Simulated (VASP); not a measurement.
## Li2Se: shear stress against shear

Li2Se (antifluorite, Fm-3m, 17.624 Å³/atom and stress up to 0.23 GPa in the relaxed cell, cube axes along x, y and z) under an engineering shear γ in the xy plane. PBEsol in VASP (plane waves, PAW), 600 eV, 10×10×10 Γ-centred mesh, Gaussian smearing 0.05 eV; ions are relaxed, or left where forces stay under 0.02 eV/Å, within the symmetry of each cell. Stress is positive for a compressed cell.

Here s stands for strain and y for shear stress.

| strain (%) | shear stress (GPa) |
|---|---|
| 0.00 | 0.00 |
| 0.50 | -0.15 |
| 1.00 | -0.28 |
| 1.50 | -0.42 |
| 3.00 | ? |

Fit y of the 4 rows that show it with a straight line. Means: s 0.75000, y -0.213. About the means, the sum of products is -0.34750 and the sum of squares of s is 1.2500; the slope is their ratio. Least squares gives y = -0.004 - 0.2780·s. Residuals (row less fit): 0.004, -0.007, 0.002, 0.001; standard error 0.006 (degrees of freedom: 2). The slope gives the elastic constant C44 = 27.8 ± 0.5 GPa (± standard error of the fit, which holds the terms cut off).

### Question
Estimate the missing y (s = 3.00); what did the run itself give?

### Answer
y = -0.004 - 0.2780 × 3.0 = -0.838 GPa. The calculation gives -0.84 GPa, which the fit meets to the printed digits. The row lies outside the fitted rows, so this is an extrapolation. The scatter of the fitted rows lies at the last printed digit.

Rows are the converged runs of the series near zero and its far end, less any whose ions stayed unrelaxed beside relaxed ones; series whose fitted rows scatter by over a few per cent of the range, as at a crossing or softening among them, aren't shown in this form. Most that stay on the fit to the last digits aren't either.
